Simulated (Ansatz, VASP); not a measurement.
**ZrZn: VASP beside Ansatz**

```
Zr Zn
1.0
     3.33600    0.00000    0.00000
     0.00000    3.33600    0.00000
     0.00000    0.00000    3.33600
Zr Zn
1 1
Direct
  0.50000 0.50000 0.50000
  0.00000 0.00000 0.00000
```

Alike in both runs: task relaxation of cell and atoms; functional LDA; k mesh 12 × 12 × 12; occupations gaussian, width 0.1 eV; no spin polarisation.

|  | VASP | Ansatz |
| --- | --- | --- |
| version | VASP 6.6.1 | Ansatz 0.2.0 |
| potentials or method | VASP PAW LDA potentials, release 64 (Zr_sv, Zn) | scalar-relativistic, plane waves, PAW |
| plane-wave cutoff (eV) | 600 | 420 |
| valence electrons in the cell | 24 | 24 |

Ansatz gave:

```
gap on the k mesh at the Fermi level, each at its own relaxed structure (eV) : none
relaxed volume (Å³/atom)                                                     : 17.32
relaxed cell length with the largest relative difference (Å)                 : 3.260
energy change over the relaxation (meV/atom)                                 : -31
```

Q: Estimate VASP's values.

A: gap on the k mesh at the Fermi level, each at its own relaxed structure (eV): none; relaxed volume (Å³/atom): 17.38; relaxed cell length with the largest relative difference (Å): 3.264; energy change over the relaxation (meV/atom): -29.

A gap of «none» marks a metal or a gap that the smearing closes.

LDA usually gives volumes a few per cent too small. Zero-point motion and thermal expansion aren't in these numbers.
